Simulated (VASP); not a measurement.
A convergence study with VASP on BeSe (zinc blende): one setting is varied, all else stays as given below, so the limit is that of these other settings.

```xyz
2
Lattice="0.0000 2.5700 2.5700 2.5700 0.0000 2.5700 2.5700 2.5700 0.0000" Properties=species:S:1:pos:R:3 pbc="T T T"
Be     0.0000     0.0000     0.0000
Se     1.2850     1.2850     1.2850
```

Method: PBE GGA, VASP's PBE PAW potentials (set 64) (plane waves; VASP 6.6.1). The tightest run used: 550 eV cut-off, 14×14×14 Monkhorst-Pack mesh, Gaussian smearing of 0.050 eV, potentials Be Se.

Task: The settings run are 1×1×1 mesh; 2×2×2 mesh; 3×3×3 mesh; 4×4×4 mesh; 5×5×5 mesh; 6×6×6 mesh; 7×7×7 mesh; 8×8×8 mesh; 9×9×9 mesh; 10×10×10 mesh; 11×11×11 mesh; 12×12×12 mesh; 13×13×13 mesh; 14×14×14 mesh. From which on does the stress (every component) stay within 0.5 GPa of the tightest run?

Result: From 4×4×4 mesh on: it is off by 0.00 there and by no more than 0.5 in any finer run, while 3×3×3 mesh is off by 1.97.
| setting | E (eV/atom) | pressure (GPa) | irreducible k-points | difference judged (GPa) |
|---|---|---|---|---|
| 1×1×1 mesh | 3.2494 | 75.59 | 1 | 73.67 |
| 2×2×2 mesh | -4.3963 | 2.37 | 2 | 0.45 |
| 3×3×3 mesh | -4.2822 | 3.89 | 4 | 1.97 |
| 4×4×4 mesh | -4.4272 | 1.92 | 10 | 0.00 |
| 5×5×5 mesh | -4.4193 | 2.07 | 10 | 0.14 |
| 6×6×6 mesh | -4.4273 | 1.92 | 28 | 0.00 |
| 7×7×7 mesh | -4.4267 | 1.93 | 20 | 0.01 |
| 8×8×8 mesh | -4.4273 | 1.92 | 60 | 0.00 |
| 9×9×9 mesh | -4.4273 | 1.92 | 35 | 0.00 |
| 10×10×10 mesh | -4.4273 | 1.92 | 110 | 0.00 |
| 11×11×11 mesh | -4.4273 | 1.92 | 56 | 0.00 |
| 12×12×12 mesh | -4.4273 | 1.92 | 182 | 0.00 |
| 13×13×13 mesh | -4.4273 | 1.92 | 84 | 0.00 |
| 14×14×14 mesh | -4.4273 | 1.92 | 280 | 0.00 |

Left out are rungs that failed or repeat a setting and relaxations that didn't move; long series are thinned to 24 rows.

The compound is BeSe in the zinc blende structure. The cell was not relaxed at this level.
